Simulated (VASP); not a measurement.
An input for Quantum ESPRESSO's pw.x (written as the equivalent of a VASP run, and not itself run):

```
&CONTROL
  calculation = 'vc-relax'
  pseudo_dir = './pseudo'
  outdir = './out'
  tprnfor = .true.
  tstress = .true.
  nstep = 40
  forc_conv_thr = 0.00078
/
&SYSTEM
  ibrav = 0
  nat = 2
  ntyp = 2
  ecutwfc = 84
  occupations = 'smearing'
  smearing = 'methfessel-paxton'
  degauss = 0.00735
  input_dft = 'pz'
/
&ELECTRONS
  conv_thr = 7.3e-08
  electron_maxstep = 100
/
&IONS
/
&CELL
  press = 200
/
ATOMIC_SPECIES
  Zr 91.224 Zr.upf
  N 14.007 N.upf
CELL_PARAMETERS angstrom
     0.0000000    2.2396946    2.2396946
     2.2396946    0.0000000    2.2396946
     2.2396946    2.2396946    0.0000000
ATOMIC_POSITIONS crystal
  Zr   0.0000000  0.0000000  0.0000000
  N    0.5000000  0.5000000  0.5000000
K_POINTS automatic
  14 14 14 0 0 0
```

Problem. Translate this input to VASP (INCAR, KPOINTS, POSCAR, choice of POTCAR).

Solution. One answer among several that fit: 
**INCAR**
```
! general
SYSTEM =ZrN
PREC   =Accurate
ENCUT  =620   ! plane-wave cut-off (eV)
LREAL  =.FALSE.   ! projection in real space or not
LASPH  =.TRUE.   ! aspherical one-centre terms

! electronic loop
EDIFF  =1E-6   ! SCF stop (eV)
NELM   =100
ALGO   =Normal   ! blocked Davidson
LMAXMIX=4   ! l cut-off of mixed one-centre charges

! smearing
ISMEAR =1
SIGMA  =0.1   ! width (eV)

! ions
IBRION =2
NSW    =40   ! most ionic steps
ISIF   =3
EDIFFG =-0.02   ! ionic stop
PSTRESS=200   ! kbar

! output
LWAVE  =.FALSE.
LCHARG =.FALSE.
```

File KPOINTS:
```
kpoints
0
G
14 14 14
```

POSCAR:
```
ZrN
1.0
  0.0000000000   2.2396945503   2.2396945503
  2.2396945503   0.0000000000   2.2396945503
  2.2396945503   2.2396945503   0.0000000000
Zr N
1 1
direct
  0.0000000000   0.0000000000   0.0000000000
  0.5000000000   0.5000000000   0.5000000000
```

POTCAR, in this order: Zr_sv N (LDA.64 set). Program: vasp_std.

The two are equivalent in intent, not identical: the potentials are each code's own (VASP's PAW set, PseudoDojo norm-conserving files in pw.x), so ENCUT and ecutwfc are chosen apart and not converted; conv_thr bounds pw.x's estimated SCF error, while EDIFF bounds the energy change between steps; forc_conv_thr acts on force components and is met together with etot_conv_thr.

The compound is ZrN in the rock salt structure. This run relaxes it under an external pressure of 20 GPa. Symmetry was kept, so distortions that lower it aren't found.
